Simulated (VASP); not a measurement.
# CsLiCr2Te2S3 (Cmm2) in VASP: single point with PBE

Aim: the single point of CsLiCr2Te2S3 with PBE.

All numbers are computed with VASP 6.6.1; they aren't measurements. Logs are shortened: lines on timing, memory, paths and dates and some standing lists are left out, and cuts for length are marked.

**1. Starting point**

Symmetry: Cmm2, No. 35, orthorhombic system. The conventional cell has a = 5.626 Å, b = 9.697 Å, c = 8.482 Å, α = 90.00°, β = 90.00°, γ = 90.00°. Cs (site symmetry mm2) is surrounded by 7 S at 3.47 to 3.69 Å. Li (site symmetry mm2) has 2 S at 2.38 Å as nearest neighbours. Cr (site symmetry 2) is surrounded by 2 S at 2.24 Å. Te (site symmetry m) has 2 Cr at 2.73 Å and 1 Li at 2.87 Å and 2 Te at 3.02 Å as nearest neighbours. S (site symmetry m) is surrounded by 2 Cr at 2.24 Å and 1 Li at 2.38 Å. Around S (site symmetry mm2) lie 4 Cr at 2.81 Å and 2 Li at 2.82 Å.

The cell was built by a generator and needn't be a form met in nature.

**2. Single point, PBE, collinear spin, ferromagnetic start**

File INCAR:

```
ALGO     = Fast           # electronic algorithm
EDIFF    = 1E-5           # SCF threshold, eV
ENCUT    = 520            # plane-wave cutoff, eV
GGA      = PE             # functional
ISIF     = 2              # what is computed and relaxed
ISMEAR   = 0              # smearing method
ISPIN    = 2              # spin polarisation
KPAR     = 2            
LASPH    = True           # aspherical terms in the spheres
LCHARG   = False          # write CHGCAR
LMAXMIX  = 4              # l up to which the mixer works
LORBIT   = 11             # projections on sites
LREAL    = Auto         
LWAVE    = False          # write WAVECAR
MAGMOM   = 0 0 2.15 2.15 -0.1 -0.1 -0.08 -0.08 -0.12 # initial moments
NELM     = 80             # most SCF steps
PREC     = Normal         # precision mode
SIGMA    = 0.15           # smearing width, eV
```

File KPOINTS:

```
k-points
0
Gamma
  5 5 3
```

File POSCAR:

```
CsLiCr2Te2S3
1.0
    2.8128700000     -4.8486500000      0.0000000000
    2.8128700000      4.8486500000      0.0000000000
    0.0000000000      0.0000000000      8.4815400000
Cs Li Cr Te S
1 1 2 2 3
Direct
    0.0000020000      0.0000020000      0.0849960000
    0.5000000000      0.5000000000      0.4810360000
    0.5000000000      0.0000010000      0.4696970000
    0.0000000000      0.5000010000      0.4696970000
    0.3071560000      0.6928440000      0.7371220000
    0.6928440000      0.3071560000      0.7371220000
    0.6742240000      0.3257760000      0.2830490000
    0.3257760000      0.6742240000      0.2830490000
    0.0000000000      0.0000000000      0.4945670000
```

Potentials or basis: VASP PAW PBE potentials, release 64 (Cs_sv, Li_sv, Cr_pv, Te, S).

Started as:

```
$ cat potpaw_PBE.64/Cs_sv/POTCAR potpaw_PBE.64/Li_sv/POTCAR potpaw_PBE.64/Cr_pv/POTCAR potpaw_PBE.64/Te/POTCAR potpaw_PBE.64/S/POTCAR > POTCAR
$ mpirun -np 2 vasp_std > vasp.out
```

OUTCAR:

```text
EDIFF = 1E-5
   ENCUT = 520
   GGA = PE
   ISIF = 2
   ISMEAR = 0
   ISPIN = 2
   LASPH = True
   LORBIT = 11
   LREAL = Auto
   NELM = 80
   PREC = Normal

 ion  position               nearest neighbor table
   1  0.000  0.000  0.085-
   2  0.500  0.500  0.481-   7 2.38   8 2.38   3 2.80   4 2.80   4 2.80   3 2.80   6 2.87   5 2.87

   3  0.500  0.000  0.470-   7 2.24   8 2.24   6 2.73   5 2.73   2 2.80   2 2.80   9 2.81   9 2.81
                             4 2.81   4 2.81
   4  0.000  0.500  0.470-   8 2.24   7 2.24   5 2.73   6 2.73   2 2.80   2 2.80   9 2.81   9 2.81
                             3 2.81   3 2.81
   5  0.307  0.693  0.737-   4 2.73   3 2.73   2 2.87   6 3.02   6 3.02
   6  0.693  0.307  0.737-   3 2.73   4 2.73   2 2.87   5 3.02   5 3.02
   7  0.674  0.326  0.283-   3 2.24   4 2.24   2 2.38
   8  0.326  0.674  0.283-   4 2.24   3 2.24   2 2.38
   9  0.000  0.000  0.495-   4 2.81   3 2.81   3 2.81   4 2.81

  LATTYP: Found a base centered orthorhombic cell.
 ALAT       =     5.6257400000
 B/A-ratio  =     1.7237376772
 C/A-ratio  =     1.5076309961

  Lattice vectors:

 A1 = (   2.8128700000,  -4.8486500000,   0.0000000000)
 A2 = (   2.8128700000,   4.8486500000,   0.0000000000)
 A3 = (   0.0000000000,   0.0000000000,   8.4815400000)

Analysis of symmetry for initial positions (statically):
=====================================================================
 Subroutine PRICEL returns:
 Original cell was already a primitive cell.

 Routine SETGRP: Setting up the symmetry group for a
 base centered orthorhombic supercell.

 Subroutine GETGRP returns: Found  4 space group operations
 (whereof  4 operations were pure point group operations)
 out of a pool of  8 trial point group operations.

The static configuration has the point symmetry C_2v.

Analysis of symmetry for dynamics (positions and initial velocities):
=====================================================================
 Subroutine PRICEL returns:
 Original cell was already a primitive cell.

 Routine SETGRP: Setting up the symmetry group for a
 base centered orthorhombic supercell.

 Subroutine GETGRP returns: Found  4 space group operations
 (whereof  4 operations were pure point group operations)
 out of a pool of  8 trial point group operations.

The dynamic configuration has the point symmetry C_2v.

Analysis of structural, dynamic, and magnetic symmetry:
=====================================================================
 Subroutine PRICEL returns:
 Original cell was already a primitive cell.

 Routine SETGRP: Setting up the symmetry group for a
 base centered orthorhombic supercell.

 Subroutine GETGRP returns: Found  4 space group operations
 (whereof  4 operations were pure point group operations)
 out of a pool of  8 trial point group operations.

The overall configuration has the point symmetry C_2v.

 Subroutine INISYM returns: Found  4 space group operations
 (whereof  4 operations are pure point group operations),
 and found     1 'primitive' translations

----------------------------------------------------------------------------------------

                                     Primitive cell

  volume of cell :     231.3530

  direct lattice vectors                    reciprocal lattice vectors
     2.812870000 -4.848650000  0.000000000     0.177754393 -0.103121487  0.000000000
     2.812870000  4.848650000  0.000000000     0.177754393  0.103121487  0.000000000
     0.000000000  0.000000000  8.481540000     0.000000000  0.000000000  0.117903117

  length of vectors
     5.605501267  5.605501267  8.481540000     0.205501011  0.205501011  0.117903117

  position of ions in fractional coordinates (direct lattice)
     0.000002000  0.000002000  0.084996000
     0.500000000  0.500000000  0.481036000
     0.500000000  0.000001000  0.469697000
     0.000000000  0.500001000  0.469697000
     0.307156000  0.692844000  0.737122000
     0.692844000  0.307156000  0.737122000
     0.674224000  0.325776000  0.283049000
     0.325776000  0.674224000  0.283049000
     0.000000000  0.000000000  0.494567000

  ion indices of the primitive-cell ions
   primitive index   ion index
                 1           1
                 2           2
                 3           3
                 4           4
                 5           5
                 6           6
                 7           7
                 8           8
                 9           9

----------------------------------------------------------------------------------------

 KPOINTS: k-points

Automatic generation of k-mesh.
 Grid dimensions read from file:
 generate k-points for:    5    5    3

 Generating k-lattice:

  Cartesian coordinates                     Fractional coordinates (reciprocal lattice)
     0.035550879 -0.020624297  0.000000000     0.200000000  0.000000000  0.000000000
     0.035550879  0.020624297  0.000000000     0.000000000  0.200000000  0.000000000
     0.000000000  0.000000000  0.039301039     0.000000000  0.000000000  0.333333333

  Length of vectors
     0.041100202  0.041100202  0.039301039

  Shift w.r.t. Gamma in fractional coordinates (k-lattice)
     0.000000000  0.000000000  0.000000000

 Subroutine IBZKPT returns following result:
 ===========================================

 Found     18 irreducible k-points:

 Following reciprocal coordinates:
            Coordinates               Weight
  0.000000  0.000000  0.000000      1.000000
  0.200000  0.000000  0.000000      4.000000
  0.400000  0.000000  0.000000      4.000000
  0.200000  0.200000  0.000000      2.000000
  0.400000  0.200000  0.000000      4.000000
 -0.400000  0.200000  0.000000      4.000000
[... 10 lines left out ...]
  0.400000  0.400000  0.333333      4.000000
 -0.400000  0.400000  0.333333      4.000000
   k-points           NKPTS =     18   k-points in BZ     NKDIM =     18   number of bands    NBANDS=     41
   number of dos      NEDOS =    301   number of ions     NIONS =      9
   total plane-waves  NPLWV =  49152
   dimension x,y,z NGX =    32 NGY =   32 NGZ =   48
   dimension x,y,z NGXF=    64 NGYF=   64 NGZF=   96
   ions per type =               1   1   2   2   3
   NGX,Y,Z   is equivalent  to a cutoff of   9.49,  9.49,  9.41 a.u.
   NGXF,Y,Z  is equivalent  to a cutoff of  18.98, 18.98, 18.82 a.u.
 SYSTEM =  unknown system
   PREC   = normal    normal or accurate (medium, high low for compatibility)
   ISTART =      0    job   : 0-new  1-cont  2-samecut
   ICHARG =      2    charge: 1-file 2-atom 10-const
   ISPIN  =      2    spin polarized calculation?
   LNONCOLLINEAR =      F non collinear calculations
   LSORBIT =      F    spin-orbit coupling
   LASPH  =      T    aspherical Exc in radial PAW
   ENCUT  =  520.0 eV  38.22 Ry    6.18 a.u.  10.42 10.42 15.77*2*pi/ulx,y,z
   NELM   =     80;   NELMIN=  2; NELMDL= -5     # of ELM steps
   EDIFF  = 0.1E-04   stopping-criterion for ELM
   LREAL  =      T    real-space projection
   EDIFFG = 0.1E-03   stopping-criterion for IOM
   NSW    =      0    number of steps for IOM
   IBRION =     -1    ionic relax: 0-MD 1-quasi-New 2-CG
   NFREE  =      0    steps in history (QN), initial steepest desc. (CG)
   ISIF   =      2    stress and relaxation
   ISYM   =      2    0-nonsym 1-usesym 2-fastsym
   POTIM  = 0.5000    time-step for ionic-motion
   TEBEG  =    0.0;   TEEND  =   0.0 temperature during run
   PSTRESS=    0.0 pullay stress
   NELECT =      66.0000    total number of electrons
   NUPDOWN=      -1.0000    fix difference up-down
   EMIN   =  10.00;   EMAX   =-10.00  energy-range for DOS
   EFERMI =   0.00;   METHOD = LEGACY
   ISMEAR =     0;   SIGMA  =   0.15  broadening in eV -4-tet -1-fermi 0-gaus
   EFERMI_NEDOS =   21; number of points for ismear=-14 and -15
   IALGO  =     68    algorithm
   IMIX   =      4    mixing-type and parameters
     AMIX     =   0.40;   BMIX     =  1.00
     AMIX_MAG =   1.60;   BMIX_MAG =  1.00
  volume/ion in A,a.u.               =      25.71       173.47
  Fermi-wavevector in a.u.,A,eV,Ry     =   1.077700  2.036557 15.802303  1.161437
  Thomas-Fermi vector in A             =   2.213618
   LORBIT       =     11    0 simple, 1 ext, 2 COOP (PROOUT), +10 PAW based schemes
   GGA     = PE    functional components
   LHFCALC =     F    Hartree Fock is set to
   AEXX    =    0.0000 exact exchange contribution
   IVDW    =     0    specifies the selected vdW correction
   LEPSILON=     F    determine dielectric tensor
   LRPA    =     F    only Hartree local field effects (RPA)
 spin polarized calculation
 RMM-DIIS sequential band-by-band and
 Gauss-broadening in eV      SIGMA  =   0.15
  energy-cutoff  :      520.00
  volume of cell :      231.35
 maximum number of plane-waves:      6276
   NGX = 21   NGY = 21   NGZ = 31

 number of electron      66.0000164 magnetization       4.0149200

 Free energy of the ion-electron system (eV)
  ---------------------------------------------------
  ext. energy  EPLUGINS =         0.00000000
  ---------------------------------------------------
  free energy    TOTEN  =       -45.50570867 eV

  energy without entropy =      -45.46317019  energy(sigma->0) =      -45.48443943

 E-fermi :   4.1544     XC(G=0):  -8.9126

 val. band max:        4.1480551965   @ k =   0.4000   0.2000   0.0000
 cond. band min:       4.1630045516   @ k =  -0.2000   0.2000   0.0000
 fundamental gap:      0.0149493551
 Fermi energy:         4.1544024961

 spin component 1

 k-point     1 :       0.0000    0.0000    0.0000
  band No.  band energies     occupation
      1     -41.4164      1.00000
      2     -40.0113      1.00000
      3     -39.9927      1.00000
      4     -39.8864      1.00000
      5     -39.8633      1.00000
      6     -39.8052      1.00000
[... 781 lines left out ...]
     40       5.9501      0.00000
     41       6.7535      0.00000
 Fermi energy:         4.1544024961

 spin component 2

 k-point     1 :       0.0000    0.0000    0.0000
  band No.  band energies     occupation
      1     -41.4146      1.00000
      2     -37.9945      1.00000
      3     -37.7914      1.00000
      4     -37.7131      1.00000
      5     -37.6864      1.00000
      6     -37.4583      1.00000
[... 781 lines left out ...]
     40       6.9673      0.00000
     41       7.2054      0.00000

------------------------ aborting loop because EDIFF is reached ----------------------------------------

  FORCE on cell =-STRESS in cart. coord.  units (eV):
  Direction    XX          YY          ZZ          XY          YZ          ZX
  --------------------------------------------------------------------------------------
  -------------------------------------------------------------------------------------
  Total       -0.1387131     -0.1556980     -0.0507957      0.0000000      0.0000000      0.0000000
  in kB       -0.9606225     -1.0782472     -0.3517732      0.0000000      0.0000000      0.0000000
  external PRESSURE =      -0.7968810 kB  Pullay stress =       0.0000000 kB

 VOLUME and BASIS-vectors are now :
 -----------------------------------------------------------------------------
  energy-cutoff  :      520.00
  volume of cell :      231.35
      direct lattice vectors                 reciprocal lattice vectors
     2.812870000 -4.848650000  0.000000000     0.177754393 -0.103121487  0.000000000
     2.812870000  4.848650000  0.000000000     0.177754393  0.103121487  0.000000000
     0.000000000  0.000000000  8.481540000     0.000000000  0.000000000  0.117903117

 POSITION                                       TOTAL-FORCE (eV/Angst)
 -----------------------------------------------------------------------------------
      0.00001      0.00000      0.72090        -0.000000      0.000000      0.009405
      2.81287      0.00000      4.07993         0.000000      0.000000     -0.064225
      1.40644     -2.42432      3.98375        -0.000000      0.000000     -0.041293
      1.40644      2.42433      3.98375        -0.000000      0.000000     -0.041293
      2.81287      1.87007      6.25193         0.000000      0.010256      0.036207
      2.81287     -1.87007      6.25193         0.000000     -0.010256      0.036207
      2.81287     -1.68950      2.40069         0.000000     -0.002817      0.024432
      2.81287      1.68950      2.40069         0.000000      0.002817      0.024432
      0.00000      0.00000      4.19469         0.000000     -0.000000      0.016128
 -----------------------------------------------------------------------------------
    total drift:                               -0.010297     -0.008921     -0.178906

  FREE ENERGIE OF THE ION-ELECTRON SYSTEM (eV)
  ---------------------------------------------------
  free  energy   TOTEN  =       -45.5057086664 eV

  energy  without entropy=      -45.4631701877  energy(sigma->0) =      -45.48443943

 total charge

# of ion       s       p       d       tot
------------------------------------------
    1        1.833   4.701   0.032   6.566
    2        2.023   0.064   0.000   2.087
    3        0.285   6.270   4.173  10.729
    4        0.285   6.270   4.173  10.729
    5        1.398   1.937   0.043   3.378
    6        1.398   1.937   0.043   3.378
    7        1.348   2.389   0.000   3.737
    8        1.348   2.389   0.000   3.737
    9        1.349   2.274   0.000   3.623
--------------------------------------------------
tot         11.267  28.233   8.464  47.964

 magnetization (x)

# of ion       s       p       d       tot
------------------------------------------
    1        0.001  -0.001   0.000  -0.000
    2       -0.000   0.001   0.000   0.001
    3        0.026   0.020   2.109   2.155
    4        0.026   0.020   2.109   2.155
    5       -0.004  -0.095   0.001  -0.098
    6       -0.004  -0.095   0.001  -0.098
    7       -0.003  -0.074   0.000  -0.077
    8       -0.003  -0.074   0.000  -0.077
    9        0.009  -0.125   0.000  -0.116
--------------------------------------------------
tot          0.046  -0.422   4.221   3.845
```

Wall time 2.7 min (2 MPI ranks of Intel Xeon Platinum 8488C (Sapphire Rapids), shared host); peak memory 0.39 GiB.

What came out:

| Quantity | Value |
| --- | --- |
| Free energy | -45.5057 eV |
| Largest force | 0.064 eV/Å |
| Band gap on the k mesh | none (metal or under the smearing width) |
| Net moment | 4.01 μB per cell |
| Site moments | Cs -0.00; Li +0.00; Cr +2.15; Te -0.10; S -0.08, -0.12 μB |
| Valence electrons inside the program's atomic spheres | Cs 6.57; Li 2.09; Cr 10.73; Te 3.38; S 3.74, 3.62 |

Forces on the atoms (eV/Å):
```
Cs   0.000  0.000  0.009
Li   0.000  0.000 -0.064
Cr   0.000  0.000 -0.041
Cr   0.000  0.000 -0.041
Te   0.000  0.010  0.036
Te   0.000 -0.010  0.036
S    0.000 -0.003  0.024
S    0.000  0.003  0.024
S    0.000  0.000  0.016
```

Caveat: the cutoff is under 1.25 times the usual one of these potentials, so pressure, stress and relaxed cells hold a basis-set (Pulay) error; only a ferromagnetic start was run, and an antiferromagnetic order may lie lower in energy. The run has no spin-orbit coupling, so splittings on Cs, Te are missing.
